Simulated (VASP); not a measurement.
```yaml
crystal:
  lattice:
    - [1.59211, -2.75761, 0.00000]
    - [1.59211, 2.75761, 0.00000]
    - [0.00000, 0.00000, 3.64085]
  atoms:
    - { symbol: Zr, position: [0.00000, 0.00000, 0.00000] }
    - { symbol: B, position: [0.33333, 0.66667, 0.50000] }
    - { symbol: B, position: [0.66667, 0.33333, 0.50000] }
```

These are vdW-DF2, VASP's PBE PAW potentials (set 64) (plane waves; VASP 6.6.1) values and carry that method's errors. Run with 520 eV cut-off, 12×12×9 Γ-centred mesh, tetrahedra with Blöchl corrections, potentials Zr_sv B.

Problem. Tabulate the total density of states (states/eV per cell) against energy (eV; zero at the valence-band maximum or, without a gap, the Fermi level).

Solution. 
(E (eV), DOS (states/eV)): (-9.98, 0.80); (-9.74, 0.92); (-9.50, 0.75); (-9.26, 0.64); (-9.02, 0.44); (-8.90, 0.33); (-8.66, 0.22); (-8.42, 0.14); (-8.18, 0.35); (-7.94, 0.55); (-7.70, 0.79); (-7.46, 0.71); (-7.22, 0.69); (-6.98, 0.54); (-6.74, 0.51); (-6.62, 0.51); (-6.38, 0.53); (-6.14, 0.55); (-5.90, 0.65); (-5.66, 0.79); (-5.42, 0.89); (-5.18, 0.76); (-4.94, 1.02); (-4.70, 1.38); (-4.46, 1.43); (-4.34, 1.25); (-4.10, 1.15); (-3.86, 1.90); (-3.62, 2.14); (-3.38, 2.83); (-3.14, 1.58); (-2.90, 1.05); (-2.66, 1.75); (-2.42, 1.89); (-2.18, 1.21); (-2.06, 1.12); (-1.82, 1.08); (-1.58, 0.90); (-1.34, 0.72); (-1.10, 0.59); (-0.86, 0.37); (-0.62, 0.16); (-0.38, 0.14); (-0.14, 0.15); (0.10, 0.31); (0.22, 0.44); (0.46, 0.61); (0.70, 0.85); (0.94, 1.04); (1.18, 1.20); (1.42, 1.43); (1.66, 1.35); (1.90, 1.23); (2.14, 1.32); (2.38, 1.58); (2.50, 1.65); (2.74, 1.43); (2.98, 1.43); (3.22, 1.76); (3.46, 1.67)
Within 2 eV below the Fermi level the largest weight inside VASP's projection spheres is Zr d, then B p.

The compound is ZrB2 in the AlB2 type structure. It was relaxed first.
